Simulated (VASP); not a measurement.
Here is the system:

```yaml
crystal:
  lattice:
    - [0.00000, 2.32000, 2.32000]
    - [2.32000, 0.00000, 2.32000]
    - [2.32000, 2.32000, 0.00000]
  atoms:
    - { symbol: Hf, position: [0.00000, 0.00000, 0.00000] }
    - { symbol: C, position: [0.50000, 0.50000, 0.50000] }
```

Level of theory: PBE GGA, VASP's PBE PAW potentials (set 64) (plane waves; VASP). Settings: 400 eV cut-off, 10×10×10 Γ-centred mesh, Fermi-Dirac smearing of 0.10 eV, potentials Hf_pv C.

Unless said otherwise, spin-orbit coupling is left out, though it shifts the bands of the heavy elements here.

Problem. Predict the energy per atom (σ→0), band gap (on the k-mesh) with the smallest direct gap where there is one.

Solution. 
| Quantity | Value |
|---|---|
| band gap (on the k-mesh) | none (metal, semimetal or under 0.01 eV) |
| energy per atom (σ→0) | -1015.4 kJ/mol-atom |

The structure is a typed HfC crystal. The cell was not relaxed at this level.
